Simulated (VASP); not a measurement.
```
CELL_PARAMETERS angstrom
     -2.94774     2.94774     1.60522
      2.94774    -2.94774     1.60522
      2.94774     2.94774    -1.60522
ATOMIC_POSITIONS crystal
  Sn 0.25000 0.75000 0.50000
  Sn 0.00000 0.00000 0.00000
```

Computed with rev-vdW-DF2, VASP's PBE PAW potentials (set 64) (plane waves; VASP). Numerical set-up: 520 eV cut-off, Gaussian smearing of 0.050 eV, potentials Sn_d.

Unless said otherwise, spin-orbit coupling is left out, though it shifts the bands of the heavy elements here.

**Question.** What does the run give for the band gap (along the path) with the smallest direct gap where there is one?

**Answer.** 
```yaml
band gap (along the path): none (metal, semimetal or under 0.01 eV)
```

The compound is Sn in the beta structure. It was relaxed first.
